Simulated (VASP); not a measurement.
Level of theory: AM05 GGA, VASP's PBE PAW potentials (set 64) (plane waves; VASP 6.6.1).

VASP ran on this input.

**KPOINTS**
```
Automatic mesh
0
Gamma
10 10 10
0 0 0
```

### POSCAR
```
Eu
1
   -2.2900000000     2.2900000000     2.2900000000
    2.2900000000    -2.2900000000     2.2900000000
    2.2900000000     2.2900000000    -2.2900000000
Eu
1
Direct
  0.0000000000   0.0000000000   0.0000000000
```

INCAR:
```
# general
SYSTEM =Eu
PREC   =Accurate
ENCUT  =520   # plane-wave cut-off (eV)
LREAL  =.FALSE.
LASPH  =.TRUE.   # aspherical one-centre terms

# electronic loop
EDIFF  =1E-6
NELM   =100
ALGO   =Normal   # blocked Davidson
LMAXMIX=6   # l cut-off of mixed one-centre charges

# smearing
ISMEAR =1   # Methfessel-Paxton
SIGMA  =0.1

# functional
GGA    =AM   # AM05

# ions
IBRION =2
NSW    =60   # most ionic steps
ISIF   =3   # ions, shape and volume
EDIFFG =-0.01

# output
LWAVE  =.FALSE.
LCHARG =.FALSE.
```

POTCAR, in this order: Eu_2 (PBE.64 set). Program: vasp_std.

Output of the run:

OSZICAR:
```
       N       E                     dE             d eps       ncg     rms          rms(c)
DAV:   1     0.977616908375E+01    0.97762E+01   -0.37440E+03   784   0.805E+02
DAV:   2    -0.169617717065E+01   -0.11472E+02   -0.11318E+02  1032   0.112E+02
DAV:   3    -0.189477136157E+01   -0.19859E+00   -0.19321E+00  1128   0.111E+01
DAV:   4    -0.189620566789E+01   -0.14343E-02   -0.14341E-02  1120   0.118E+00
DAV:   5    -0.189621501028E+01   -0.93424E-05   -0.93424E-05  1128   0.818E-02    0.645E+00
DAV:   6    -0.190711059811E+01   -0.10896E-01   -0.12357E-03  1160   0.428E-01    0.385E+00
DAV:   7    -0.191232025396E+01   -0.52097E-02   -0.28225E-03  1112   0.667E-01    0.554E-02
DAV:   8    -0.191229658960E+01    0.23664E-04   -0.79379E-05  1280   0.891E-02    0.111E-02
DAV:   9    -0.191229610394E+01    0.48567E-06   -0.44382E-06  1200   0.229E-02
   1 F= -.19122961E+01 E0= -.19121733E+01  d E =-.191230E+01
       N       E                     dE             d eps       ncg     rms          rms(c)
DAV:   1    -0.206183358859E+01   -0.14954E+00   -0.27526E+00   832   0.171E+01    0.147E+00
DAV:   2    -0.197344315716E+01    0.88390E-01   -0.86422E-02  1136   0.292E+00    0.797E-01
DAV:   3    -0.193579622306E+01    0.37647E-01   -0.10997E-01  1160   0.314E+00    0.370E-01
DAV:   4    -0.193569792440E+01    0.98299E-04   -0.84720E-04   960   0.265E-01    0.182E-01
DAV:   5    -0.193569092560E+01    0.69988E-05   -0.23768E-04  1144   0.128E-01    0.129E-02
DAV:   6    -0.193568867732E+01    0.22483E-05   -0.70978E-06  1224   0.235E-02    0.330E-03
DAV:   7    -0.193568885826E+01   -0.18095E-06   -0.11069E-07   448   0.320E-03
   2 F= -.19356889E+01 E0= -.19356744E+01  d E =-.233928E-01
       N       E                     dE             d eps       ncg     rms          rms(c)
DAV:   1    -0.209046051394E+01   -0.15477E+00   -0.31922E+00   824   0.187E+01    0.160E+00
DAV:   2    -0.198818250243E+01    0.10228E+00   -0.10090E-01  1136   0.318E+00    0.858E-01
DAV:   3    -0.194529556001E+01    0.42887E-01   -0.12570E-01  1152   0.341E+00    0.399E-01
DAV:   4    -0.194519362840E+01    0.10193E-03   -0.10268E-03   912   0.284E-01    0.173E-01
DAV:   5    -0.194518426997E+01    0.93584E-05   -0.25053E-04  1136   0.139E-01    0.155E-02
DAV:   6    -0.194518120208E+01    0.30679E-05   -0.89878E-06  1200   0.268E-02    0.360E-03
DAV:   7    -0.194518136371E+01   -0.16162E-06   -0.17675E-07   400   0.368E-03
   3 F= -.19451814E+01 E0= -.19451405E+01  d E =-.328853E-01
       N       E                     dE             d eps       ncg     rms          rms(c)
DAV:   1    -0.194569117018E+01   -0.50997E-03   -0.10766E-02   880   0.108E+00    0.917E-02
DAV:   2    -0.194535158554E+01    0.33958E-03   -0.33737E-04  1144   0.188E-01    0.492E-02
DAV:   3    -0.194520869152E+01    0.14289E-03   -0.42481E-04  1160   0.200E-01    0.232E-02
DAV:   4    -0.194520883988E+01   -0.14836E-06   -0.35768E-06   824   0.171E-02
   4 F= -.19452088E+01 E0= -.19451600E+01  d E =-.329127E-01
```

File OUTCAR:
```
------------------------ aborting loop because EDIFF is reached ----------------------------------------
  FORCE on cell =-STRESS in cart. coord.  units (eV):
  Direction    XX          YY          ZZ          XY          YZ          ZX
  --------------------------------------------------------------------------------------
  Total       -0.0033226     -0.0033226     -0.0033226      0.0000000      0.0000000      0.0000000
  in kB       -0.1277353     -0.1277353     -0.1277353      0.0000000      0.0000000      0.0000000
  external PRESSURE =      -0.1277353 kB  Pullay stress =       0.0000000 kB
  volume of cell :       41.68
      direct lattice vectors                 reciprocal lattice vectors
    -2.184100365  2.184100365  2.184100365     0.000000000  0.228927209  0.228927209
     2.184100365 -2.184100365  2.184100365     0.228927209  0.000000000  0.228927209
     2.184100365  2.184100365 -2.184100365     0.228927209  0.228927209  0.000000000
 POSITION                                       TOTAL-FORCE (eV/Angst)
 -----------------------------------------------------------------------------------
      0.00000      0.00000      0.00000        -0.000000      0.000000     -0.000000
 -----------------------------------------------------------------------------------
    total drift:                                0.000000     -0.000000      0.000000
  FREE ENERGIE OF THE ION-ELECTRON SYSTEM (eV)
  ---------------------------------------------------
  free  energy   TOTEN  =        -1.9452088399 eV

  energy  without entropy=       -1.9450622397  energy(sigma->0) =       -1.94515997

 reached required accuracy - stopping structural energy minimisation
```
(Selected blocks of OUTCAR.)

CONTCAR:
```
Eu
   1.00000000000000
    -2.1841003650707118    2.1841003650707118    2.1841003650707118
     2.1841003650707118   -2.1841003650707118    2.1841003650707118
     2.1841003650707118    2.1841003650707118   -2.1841003650707118
  Eu
     1
Direct
     0.0000000000000000    0.0000000000000000    0.0000000000000000
```

The 4f electrons are frozen in the core of the lanthanide potential, so 4f levels, which can set the real gap, and their magnetism are missing. Energy and stress use the plane-wave basis of the starting cell.

The compound is Eu in the bcc structure. This run relaxes it. Symmetry was kept, so distortions that lower it aren't found.
